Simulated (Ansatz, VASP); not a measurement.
## KZnF3 in two plane-wave programs

One calculation is typed for both programs; each brings its own data sets. How far apart do they land? Valence electrons are named where the data sets of a main pair hold unlike numbers.

Calculated with Ansatz 0.2.0; plane waves, with VASP 6.6.1 beside it; band structure at PBE and single point at PBE.

## (1) Starting point

Symmetry: Pm-3m, No. 221, cubic system. The conventional cell has a = 4.050 Å, b = 4.050 Å, c = 4.050 Å, α = 90.00°, β = 90.00°, γ = 90.00°. Nearest to Zn lie 6 F at 2.02 Å. K has 12 F at 2.86 Å nearest. Nearest to F lie 2 Zn at 2.02 Å and 4 K at 2.86 Å. Farther neighbours and most contacts between anions are not listed.

## (2) VASP: band structure, PBE

The same path points are solved in both programs, so levels can be compared one by one.

Lines of VASP's logs that name or quote its potential files are left out, and so is its time.

File INCAR:

```
SYSTEM = KZnF3
PREC = Accurate
ENCUT = 520
EDIFF = 1E-08
NELM = 100
ISMEAR = 0
SIGMA = 0.01
LREAL = .FALSE.
ALGO = Normal
GGA = PE
NBANDS = 27
LORBIT = 11
LWAVE = .TRUE.
LCHARG = .FALSE.
KPAR = 8
```

File POSCAR:

```
KZnF3
1.0
    4.0500000000      0.0000000000      0.0000000000
    0.0000000000      4.0500000000      0.0000000000
    0.0000000000      0.0000000000      4.0500000000
Zn K F
1 1 3
Direct
    0.5000000000      0.5000000000      0.5000000000
    0.0000000000      0.0000000000      0.0000000000
    0.5000000000      0.5000000000      0.0000000000
    0.0000000000      0.5000000000      0.5000000000
    0.5000000000      0.0000000000      0.5000000000
```

File KPOINTS:

```
Automatic mesh
0
Gamma
4 4 4
0 0 0
```

File KPOINTS_OPT:

```
Line mode
12
Line-mode
Reciprocal
  0.00000000   0.00000000   0.00000000 GAMMA
  0.00000000   0.50000000   0.00000000 X

  0.00000000   0.50000000   0.00000000 X
  0.50000000   0.50000000   0.00000000 M

  0.50000000   0.50000000   0.00000000 M
  0.00000000   0.00000000   0.00000000 GAMMA

  0.00000000   0.00000000   0.00000000 GAMMA
  0.50000000   0.50000000   0.50000000 R

  0.50000000   0.50000000   0.50000000 R
  0.00000000   0.50000000   0.00000000 X

  0.50000000   0.50000000   0.00000000 M
  0.50000000   0.50000000   0.50000000 R
```

Potentials, in the order of the species: Zn_GW, K_sv_GW and F_GW (PBE family, release 64).

The run is started by

```sh
$ mpirun -np 8 vasp_std
```

Numbers of over 12 decimals in the logs are rounded to 6 here.

Output:

```text
[banner, memory and clock lines left out]
running    8 mpi-ranks, on    1 nodes
 distrk:  each k-point on    1 cores,    8 groups
 distr:  one band on    1 cores,    1 groups

 POSCAR found type information on POSCAR ZnK F
 POSCAR found :  3 types and       5 ions
|                                                                             |
|           W    W    AA    RRRRR   N    N  II  N    N   GGGG   !!!           |
|           W    W   A  A   R    R  NN   N  II  NN   N  G    G  !!!           |
|           W    W  A    A  R    R  N N  N  II  N N  N  G       !!!           |
|           W WW W  AAAAAA  RRRRR   N  N N  II  N  N N  G  GGG   !            |
|           WW  WW  A    A  R   R   N   NN  II  N   NN  G    G                |
|           W    W  A    A  R    R  N    N  II  N    N   GGGG   !!!           |
|                                                                             |
|     For optimal performance we recommend to set                             |
|       NCORE = 2 up to number-of-cores-per-socket                            |
|     NCORE specifies how many cores store one orbital (NPAR=cpu/NCORE).      |
|     This setting can greatly improve the performance of VASP for DFT.       |
|     The default, NCORE=1 might be grossly inefficient on modern             |
|     multi-core architectures or massively parallel machines. Do your        |
|     Unfortunately you need to use the default for GW and RPA                |
|     calculations (for HF NCORE is supported but not extensively tested      |
|     yet).                                                                   |
|                                                                             |

 LDA part: xc-table for (Slater+PW92), standard interpolation
 POSCAR, INCAR and KPOINTS ok, starting setup
 FFT: planning ... GRIDC
 FFT: planning ... GRID_SOFT
 FFT: planning ... GRID
 WAVECAR not read
 entering main loop
       N       E                     dE             d eps       ncg     rms          rms(c)
DAV:   1     0.664400862731E+03    0.66440E+03   -0.19214E+04   587   0.275E+03
DAV:   2     0.732857976658E+02   -0.59112E+03   -0.56834E+03   830   0.685E+02
DAV:   3    -0.218477037488E+02   -0.95134E+02   -0.93508E+02   839   0.266E+02
DAV:   4    -0.252189599909E+02   -0.33713E+01   -0.33520E+01   893   0.534E+01
DAV:   5    -0.252739103882E+02   -0.54950E-01   -0.54864E-01   848   0.684E+00    0.902E+00
DAV:   6    -0.228458743947E+02    0.24280E+01   -0.80211E+00   896   0.649E+01    0.398E+00
DAV:   7    -0.228377164278E+02    0.81580E-02   -0.10332E+00   864   0.100E+01    0.245E+00
DAV:   8    -0.228076823659E+02    0.30034E-01   -0.15861E-01   816   0.416E+00    0.554E-01
DAV:   9    -0.228014584282E+02    0.62239E-02   -0.45134E-02   896   0.978E+00    0.184E-01
DAV:  10    -0.228018404035E+02   -0.38198E-03   -0.66230E-03   837   0.232E+00    0.101E-01
DAV:  11    -0.228019303970E+02   -0.89994E-04   -0.54688E-04   872   0.602E-01    0.569E-02
DAV:  12    -0.228019213203E+02    0.90767E-05   -0.19688E-04   863   0.829E-01    0.217E-02
DAV:  13    -0.228019161364E+02    0.51839E-05   -0.30347E-05   872   0.145E-01    0.540E-03
DAV:  14    -0.228019167466E+02   -0.61017E-06   -0.10602E-05   845   0.585E-02    0.667E-03
DAV:  15    -0.228019161018E+02    0.64474E-06   -0.54083E-06   824   0.639E-02    0.198E-03
DAV:  16    -0.228019160863E+02    0.15483E-07   -0.37038E-07   832   0.120E-02    0.994E-04
DAV:  17    -0.228019160880E+02   -0.16098E-08   -0.65254E-08   736   0.275E-03
   1 F= -.22801916E+02 E0= -.22801916E+02  d E =-.740807E-31
 Start KPOINTS_OPT (optional k-point list driver)
k-point batch [1-10\72]
       N       E                     dE             ncg
DAV:   1     0.423758501072E+04    0.48790E+03      570
DAV:   2    -0.145138462219E+04   -0.56890E+04      749
DAV:   3    -0.256157948380E+04   -0.11102E+04      888
DAV:   4    -0.261684470051E+04   -0.55265E+02      844
DAV:   5    -0.261783825464E+04   -0.99355E+00      906
DAV:   6    -0.261785987644E+04   -0.21622E-01      818
DAV:   7    -0.261786100651E+04   -0.11301E-02      890
DAV:   8    -0.261786107197E+04   -0.65464E-04      808
DAV:   9    -0.261786107683E+04   -0.48612E-05      882
DAV:  10    -0.261786107719E+04   -0.36241E-06      784
DAV:  11    -0.261786107722E+04   -0.27066E-07      722
DAV:  12    -0.261786107722E+04   -0.22510E-08      512
[...]
k-point batch [71-72\72]
       N       E                     dE             ncg
DAV:   1     0.130247107111E+05   -0.23946E+04      119
DAV:   2     0.119500208464E+05   -0.10747E+04      154
DAV:   3     0.117375341222E+05   -0.21249E+03      178
DAV:   4     0.117288783481E+05   -0.86558E+01      170
DAV:   5     0.117287143582E+05   -0.16399E+00      168
DAV:   6     0.117287091584E+05   -0.51998E-02      168
DAV:   7     0.117287089306E+05   -0.22776E-03      176
DAV:   8     0.117287089221E+05   -0.85312E-05      168
DAV:   9     0.117287089216E+05   -0.52505E-06      168
DAV:  10     0.117287089215E+05   -0.34470E-07      168
DAV:  11     0.117287089215E+05   -0.14443E-08      128
 writing wavefunctions
```

Parts of OUTCAR (step 2):

```text
ion  position               nearest neighbor table
   1  0.500  0.500  0.500-   3 2.02   4 2.02   5 2.02   3 2.02   5 2.02   4 2.02
   2  0.000  0.000  0.000-
   3  0.500  0.500  0.000-   1 2.02   1 2.02
   4  0.000  0.500  0.500-   1 2.02   1 2.02
   5  0.500  0.000  0.500-   1 2.02   1 2.02

  LATTYP: Found a simple cubic cell.
 ALAT       =     4.0500000000

 Subroutine GETGRP returns: Found 48 space group operations
 (whereof 48 operations were pure point group operations)

The static configuration has the point symmetry O_h .

 Found     10 irreducible k-points:

   k-points           NKPTS =     10   k-points in BZ     NKDIM =     10   number of bands    NBANDS=     27

   dimension x,y,z NGX =    30 NGY =   30 NGZ =   30
   dimension x,y,z NGXF=    60 NGYF=   60 NGZF=   60

   ENCUT  =  520.0 eV  38.22 Ry    6.18 a.u.   7.53  7.53  7.53*2*pi/ulx,y,z

   NELECT =      42.0000    total number of electrons

 k-points in reciprocal lattice and weights: Automatic mesh
   0.00000000  0.00000000  0.00000000       0.016
   0.25000000  0.00000000  0.00000000       0.094
   0.50000000  0.00000000  0.00000000       0.047
   0.25000000  0.25000000  0.00000000       0.188
   0.50000000  0.25000000  0.00000000       0.188
   0.50000000  0.50000000  0.00000000       0.047
   0.25000000  0.25000000  0.25000000       0.125
   0.50000000  0.25000000  0.25000000       0.188
   0.50000000  0.50000000  0.25000000       0.094
   0.50000000  0.50000000  0.50000000       0.016

 average (electrostatic) potential at core
       1 -63.7903       2 -78.6782       3-111.5449       4-111.5449       5-111.5449

 E-fermi :   1.6039

 k-point     1 :       0.0000    0.0000    0.0000
  band No.  band energies     occupation
    ...
     17      -0.5005      2.00000
     18      -0.5005      2.00000
     19      -0.2955      2.00000
     20      -0.2955      2.00000
     21      -0.2955      2.00000
     22       5.3735      0.00000
     23      10.2699      0.00000
     24      10.2699      0.00000
     25      10.9846      0.00000
     26      12.5594      0.00000
    ...

 k-point     2 :       0.2500    0.0000    0.0000
  band No.  band energies     occupation
    ...
     17      -0.4569      2.00000
     18      -0.4569      2.00000
     19      -0.2558      2.00000
     20      -0.2462      2.00000
     21      -0.2462      2.00000
     22       6.4968      0.00000
     23      10.5071      0.00000
     24      10.7218      0.00000
     25      11.6957      0.00000
     26      12.5899      0.00000
    ...

 k-point     3 :       0.5000    0.0000    0.0000
  band No.  band energies     occupation
    ...
     17      -0.4672      2.00000
     18      -0.4672      2.00000
     19      -0.1579      2.00000
     20      -0.1579      2.00000
     21      -0.0624      2.00000
     22       8.1361      0.00000
     23       9.8734      0.00000
     24      11.2121      0.00000
     25      12.6118      0.00000
     26      12.6118      0.00000
    ...

  Total        0.7029852      0.7029852      0.7029852      0.0000000      0.0000000     -0.0000000
  in kB       16.9547612     16.9547612     16.9547612      0.0000000      0.0000000     -0.0000000
  external PRESSURE =      16.9547612 kB  Pullay stress =       0.0000000 kB

  energy-cutoff  :      520.00
  volume of cell :       66.43
      direct lattice vectors                 reciprocal lattice vectors
     4.050000000  0.000000000  0.000000000     0.246913580  0.000000000  0.000000000
     0.000000000  4.050000000  0.000000000     0.000000000  0.246913580  0.000000000
     0.000000000  0.000000000  4.050000000     0.000000000  0.000000000  0.246913580

 POSITION                                       TOTAL-FORCE (eV/Angst)
 -----------------------------------------------------------------------------------
      2.02500      2.02500      2.02500         0.000000      0.000000      0.000000
      0.00000      0.00000      0.00000         0.000000      0.000000      0.000000
      2.02500      2.02500      0.00000         0.000000      0.000000      0.000000
      0.00000      2.02500      2.02500         0.000000      0.000000      0.000000
      2.02500      0.00000      2.02500         0.000000      0.000000      0.000000
 -----------------------------------------------------------------------------------
    total drift:                                0.000000      0.000000     -0.000000

  FREE ENERGIE OF THE ION-ELECTRON SYSTEM (eV)
  ---------------------------------------------------
  free  energy   TOTEN  =       -22.8019160880 eV

  energy  without entropy=      -22.8019160880  energy(sigma->0) =      -22.80191609

 total charge
# of ion       s       p       d       tot
------------------------------------------
    1        0.316   0.355   9.948  10.618
    2        2.066   5.873   0.062   8.001
    3        1.685   4.157   0.000   5.842
    4        1.685   4.157   0.000   5.842
    5        1.685   4.157   0.000   5.842
--------------------------------------------------
tot          7.437  18.699  10.010  36.146

[... 3 further parts left out ...]
```

The run ends at a pressure of 1.70 GPa.

## (3) Ansatz: band structure, PBE

Ansatz runs on its default PAW (the set named soft_2) files.

The same cell, functional, mesh and smearing now go to Ansatz, which takes its cutoff from its data sets.

File input.yaml:

```yaml
crystal:
  lattice:
    - [4.05, 0.0, 0.0]
    - [0.0, 4.05, 0.0]
    - [0.0, 0.0, 4.05]
  atoms:
    - { symbol: Zn, position: [0.5, 0.5, 0.5] }
    - { symbol: K, position: [0.0, 0.0, 0.0] }
    - { symbol: F, position: [0.5, 0.5, 0.0] }
    - { symbol: F, position: [0.0, 0.5, 0.5] }
    - { symbol: F, position: [0.5, 0.0, 0.5] }
hamiltonian:
  xc: pbe
  pseudopotentials: { kind: paw }
kpoints:
  mp_grid: { grid: [4, 4, 4] }
  band_path:
    path:
      - [0.0, 0.0, 0.0]
      - [0.0, 0.09091, 0.0]
      - [0.0, 0.18182, 0.0]
      - [0.0, 0.31818, 0.0]
      - [0.0, 0.40909, 0.0]
      - [0.0, 0.5, 0.0]
      - [0.09091, 0.5, 0.0]
      - [0.22727, 0.5, 0.0]
      - [0.31818, 0.5, 0.0]
      - [0.45455, 0.5, 0.0]
      - [0.5, 0.5, 0.0]
      - [0.40909, 0.40909, 0.0]
      - [0.27273, 0.27273, 0.0]
      - [0.18182, 0.18182, 0.0]
      - [0.04545, 0.04545, 0.0]
      - [0.0, 0.0, 0.0]
      - [0.13636, 0.13636, 0.13636]
      - [0.22727, 0.22727, 0.22727]
      - [0.36364, 0.36364, 0.36364]
      - [0.45455, 0.45455, 0.45455]
      - [0.5, 0.5, 0.5]
      - [0.36364, 0.5, 0.36364]
      - [0.27273, 0.5, 0.27273]
      - [0.13636, 0.5, 0.13636]
      - [0.04545, 0.5, 0.04545]
      - [0.5, 0.5, 0.04545]
      - [0.5, 0.5, 0.13636]
      - [0.5, 0.5, 0.27273]
      - [0.5, 0.5, 0.36364]
      - [0.5, 0.5, 0.5]
    npoints: 1
scf:
  occupations: { method: gaussian, width: 0.01 }
  n_extra_bands: 8
output:
  forces: true
  stress: true
  eigenvalues: true
  write_density: true
  write_potential: true
  elf: true
  volumetric_format: npy
```

The run is started by

```sh
$ ansatz run input.yaml --threads 2 --pin off --max-ram 4608MiB --backend cpu --events-out ev --progress --plain --runs-dir out
```

Output:

```text
scf.n_extra_bands = 8 over 21 filled bands (N_el = 42.0): the run solves 29 bands
Engine: ansatz 0.2.0, aarch64-unknown-linux-gnu
Pseudopotentials: kind: paw
Pseudopotential: Zn, paw, valence charge 12, recommended cutoff 420 eV (normal), Zn.paw.azcp
Pseudopotential: K, paw, valence charge 9, recommended cutoff 420 eV (normal), K.paw.azcp
Pseudopotential: F, paw, valence charge 7, recommended cutoff 420 eV (normal), F.paw.azcp
Functional definition: PBE
  parameter kappa = 0.804
  parameter beta = 0.066725
  exchange = pbe_x(kappa = kappa, mu = beta*pi^2/3)
  correlation = pbe_c(beta = beta)
Crystal: 5 atoms, lattice volume = 66.430 Å³
Basis set: ecut = 420 eV, 1309 PW (Γ), exchange–correlation on 60×60×60 points (8 copies of the dense FFT grid, shifted against one another)
Bands: 29, of which v1, the nominal top of the filled ones, is band 21 counted from 1 (20 counted from 0)
Symmetry: 48 space group operations
Space group: Pm-3m (ITA 221), of the structure as read, at distance tolerance 4.1e-5 Å
k-points: 10 of 64
Non-local potential: Zn, projectors of the file, l = 0: 2, l = 1: 2, l = 2: 3, l = 3: 1
Non-local potential: K, projectors of the file, l = 0: 3, l = 1: 2, l = 2: 2
Non-local potential: F, projectors of the file, l = 0: 2, l = 1: 2, l = 2: 1
PAW form: soft (Blöchl's): semilocal exchange-correlation on the pseudo side does not see the compensation charge
PAW one-centre angular grid: Zn, 590 points (default); XC on 64 Gauss nodes
PAW one-centre angular grid: K, 110 points (default); XC on 64 Gauss nodes
PAW one-centre angular grid: F, 110 points (default); XC on 64 Gauss nodes
Initial density: superposition of atomic densities (neutral atoms: chi_scale 0, normalization atom), corrected by the library's trained network
Initial wavefunctions: pseudopotential atomic-orbital guess
Functional: x = pbe(κ = 0.804, μ = 0.219515), c = pbe(β = 0.066725)
SCF iter   1: F=—  HF=-7286.256802 eV  |F-HF|=—  |Δ(HF+E_count)|=         —  Δρ=5.17e-4  dr2=7.50e-5  ethr=1.77e-3  ⟨swp⟩=6.1  Hψ=1401  notcnv=0
preconditioner: auto → Resta (q_TF=auto, 2.528 Å⁻¹)  ε∞=3.6  [insulator: Δε(μ)=3.853 eV  Ē_g=18.195 eV  σ=0.010 eV  W_gap=1.00  n_scr=18 (ndim 8)  ℏωp=29.5 eV  f_vac=0.047  D(μ)=0.00/eV (n_scr^D=0)  ε∞_Penn≈3.6]
SCF iter   2: F=—  HF=-7286.257188 eV  |F-HF|=—  |Δ(HF+E_count)|=   3.86e-4  Δρ=3.23e-4  dr2=5.64e-5  ethr=1.79e-7  ⟨swp⟩=2.4  Hψ=664  notcnv=0  defer=20
SCF iter   3: F=—  HF=-7286.257305 eV  |F-HF|=—  |Δ(HF+E_count)|=   1.17e-4  Δρ=2.31e-4  dr2=1.88e-5  ethr=1.34e-7  ⟨swp⟩=2.0  Hψ=506  notcnv=0  defer=20
SCF iter   4: F=—  HF=-7286.257313 eV  |F-HF|=—  |Δ(HF+E_count)|=   7.78e-6  Δρ=8.64e-5  dr2=3.20e-6  ethr=4.48e-8  ⟨swp⟩=2.6  Hψ=452  notcnv=0  defer=20
SCF iter   5: F=—  HF=-7286.257313 eV  |F-HF|=—  |Δ(HF+E_count)|=   5.69e-7  Δρ=1.55e-5  dr2=1.38e-7  ethr=7.62e-9  ⟨swp⟩=2.0  Hψ=421  notcnv=0  defer=20
SCF iter   6: F=—  HF=-7286.257313 eV  |F-HF|=—  |Δ(HF+E_count)|=   4.57e-8  Δρ=1.41e-5  dr2=6.37e-8  ethr=2.38e-10  ⟨swp⟩=11.0  Hψ=1913  notcnv=0
SCF iter   7: F=-7286.257313 eV  HF=-7286.257313 eV  |F-HF|=1.56e-8  |Δ(HF+E_count)|=   1.41e-8  Δρ=5.73e-6  dr2=1.14e-8  ethr=1.52e-10  ⟨swp⟩=6.8  Hψ=1363  notcnv=0
SCF 1 converged in 7 iterations: F = -7286.257313 eV  dr2 = 1.14e-8
  greatest PAW one-centre occupation: 0.994 electrons in one spin orbital (limit 2), on the Zn atom at site 0 (counted from 0), in its partial waves of l = 2
NSCF: frozen V_eff on 30 k-points
SCF converged after 7 iterations
Free energy (F): -7286.257313 eV
Harris-Foulkes:  -7286.257313 eV  (|F-HF|=1.56e-8)
Internal energy: -7286.257313 eV  (E = F + TS)
E sigma→0 (E₀):  -7286.257313 eV
Fermi energy:    6.151907 eV
--- Per-component energies (eV) ---
  E_band       = -149.180301
  E_kinetic    = 1007.011837
  E_local      = -4054.976825  (includes V_loc(G=0)·N_el)
  E_nonlocal   = 857.939691
  E_hartree    = 1602.091791
  E_xc         = -511.254471
  E_vxc        = -523.240491  (∫ρ·V_xc dr)
  E_paw        = -3220.930958  (= ΣΔE_a)
  E_vpaw       = -640.102011  (= ΣTr[D̂ρ^β])
  E_aug_tail   = 0.005808  (compensation charges beyond the density's cutoff)
  E_ewald      = -2966.144187
  E_smearing   = -0.000000  (= −TS)
  E_closure    = -0.000000  (closes the sum)
  Σ components = -7286.257313   (vs F -7286.257313, Δ=0.00e0)
--- Forces (eV/Å), atoms counted from 1 ---
  atom   1  Zn     0.00000000     0.00000000     0.00000000
  atom   2  K     -0.00000000     0.00000000     0.00000000
  atom   3  F     -0.00000000     0.00000000    -0.00000000
  atom   4  F      0.00000000    -0.00000000     0.00000000
  atom   5  F      0.00000000    -0.00000000     0.00000000
  max |Σ_I F_I| component: 2.52e-29 eV/Å
--- Stress (GPa, compression-positive) ---
        4.547466       0.000000       0.000000
       -0.000000       4.547466       0.000000
        0.000000       0.000000       4.547466
  P = ⅓ Tr σ = 4.5475 GPa (45.475 kbar)
--- Band table (eV; the first three rows and the last of 10) ---
  k-point 0: bands = [... 17 lower, 2.1863, 2.3940, 2.3940, 2.3940, 8.0831, 12.9604, 12.9604, 13.6839, ... 4 higher]
  k-point 1: bands = [... 17 lower, 2.2315, 2.4397, 2.4433, 2.4433, 9.2053, 13.2009, 13.4111, 14.3938, ... 4 higher]
  k-point 2: bands = [... 17 lower, 2.2228, 2.5331, 2.5331, 2.6355, 10.8458, 12.5681, 13.8989, 15.3032, ... 4 higher]
  k-point 9: bands = [... 17 lower, 2.7622, 2.7622, 4.2207, 4.2207, 12.7008, 12.7008, 12.7008, 14.5025, ... 4 higher]
```

Wall time 3 s (2 threads of Arm Neoverse N1, shared host); peak memory 0.31 GiB; 5.5 s of CPU time.

In the SCF lines HF is the Harris–Foulkes energy and dr2 the Hartree energy of the density residual, in eV; the loop may stop once dr2 is under the threshold and the program's other checks hold. Hψ counts applications of the Hamiltonian.

## (4) Differences

Known differences besides the potentials themselves: the cutoff is 420 eV in Ansatz and 520 eV in VASP; VASP leaves aspherical gradient terms in its spheres out (LASPH is not set), Ansatz keeps them. Total energies have different zeros and are not compared.

Compared:

```tsv
quantity	Ansatz	VASP	difference
gap over the path points (eV)	3.862	3.849	+0.013
```

Levels at points of the path, from each program's valence-band top (eV; 4 filled, then empty):

```tsv
k (reciprocal lattice)	Ansatz	VASP
0.000 0.000 0.000	-2.03 -1.83 -1.83 -1.83 3.86 8.74 8.74	-2.02 -1.82 -1.82 -1.82 3.85 8.74 8.74
0.000 0.091 0.000	-2.02 -1.84 -1.82 -1.82 4.03 8.81 8.82	-2.01 -1.83 -1.82 -1.82 4.02 8.81 8.82
0.000 0.182 0.000	-2.00 -1.83 -1.81 -1.81 4.49 8.96 9.00	-1.99 -1.83 -1.80 -1.80 4.48 8.96 9.01
0.000 0.318 0.000	-1.99 -1.74 -1.74 -1.71 5.54 8.88 9.39	-1.98 -1.74 -1.74 -1.71 5.53 8.88 9.40
0.000 0.409 0.000	-2.00 -1.70 -1.70 -1.62 6.26 8.57 9.60	-1.99 -1.70 -1.70 -1.62 6.25 8.57 9.61
0.000 0.500 0.000	-2.00 -1.69 -1.69 -1.58 6.62 8.35 9.68	-1.99 -1.68 -1.68 -1.59 6.61 8.35 9.69
0.091 0.500 0.000	-1.98 -1.70 -1.69 -1.38 6.70 8.43 9.75	-1.97 -1.69 -1.68 -1.38 6.69 8.44 9.76
0.227 0.500 0.000	-1.90 -1.73 -1.65 -0.74 7.10 8.86 10.09	-1.89 -1.72 -1.64 -0.74 7.09 8.86 10.10
0.318 0.500 0.000	-1.84 -1.75 -1.58 -0.35 7.51 9.28 10.36	-1.83 -1.75 -1.57 -0.35 7.50 9.28 10.36
0.455 0.500 0.000	-1.78 -1.78 -1.48 -0.03 8.04 9.97 10.23	-1.78 -1.77 -1.47 -0.03 8.04 9.97 10.22
```

Among the levels compared at these points, filled levels agree within 14 meV and empty ones within 15 meV. Not compared: the pressure (VASP's GW data sets at this cutoff don't carry it).

## (5) Further runs

Further runs change the set-up of one program: Ansatz's method, potentials or start, or VASP's data sets, cutoff or form of LDA. The table gives that difference for each run.

```tsv
run	gap over the path points (eV)
as above	0.013
Ansatz's larger PAW set (cutoff 1300 eV)	0.034
norm-conserving potentials (cutoff 1320 eV)	0.11
```

[end of part 1 of 2]

[Lines on the potential files, build, host, timing and source positions are cut from VASP's logs without a mark.]

[Logs are printed without paths, hosts, clocks, repeated set-up lines and the standing remarks that a program may print on its own settings, such as how far it seeks lower states.]

[Hosts, paths, dates, database ids (printed as entryN), source tags and the programs' standing remarks are cut or masked in the printed files.]
